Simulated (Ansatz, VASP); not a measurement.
# Cs3TeCl: VASP beside Ansatz

```xyz
5
Lattice="6.1579 0.0000 0.0000 0.0000 6.1579 0.0000 0.0000 0.0000 6.1579" Properties=species:S:1:pos:R:3 pbc="T T T"
Te    0.0000    0.0000    0.0000
Cl    3.0789    3.0789    3.0789
Cs    3.0789    3.0789    0.0000
Cs    3.0789    0.0000    3.0789
Cs    0.0000    3.0789    3.0789
```

The cell comes from a database or a generator and needn't be the stable form of this composition.

Alike in both runs: task single point; functional LDA; k mesh 4 × 4 × 4; occupations gaussian, width 0.05 eV; no spin polarisation.

|  | VASP | Ansatz |
| --- | --- | --- |
| version | VASP 6.6.1 | Ansatz 0.2.0 |
| potentials or method | VASP PAW LDA potentials, release 64 (Te, Cl, Cs_sv) | scalar-relativistic, plane waves, PAW |
| plane-wave cutoff (eV) | 520 | 420 |
| valence electrons in the cell | 40 | 50 |

Ansatz gave:

```
gap on the k mesh at the Fermi level (eV) : 1.54
least direct gap on the mesh (eV)         : 1.54
pressure (GPa)                            : 0.4
```

Question: What did VASP give for the same quantities?

Answer: gap on the k mesh at the Fermi level (eV): 1.55; least direct gap on the mesh (eV): 1.55; pressure (GPa): 0.5.

The two sets of potentials don't hold the same shells in valence.

Caveats: spin-orbit coupling is left out, which moves the levels of the heavy elements. LDA gaps usually lie below the measured ones, often by a third to a half.
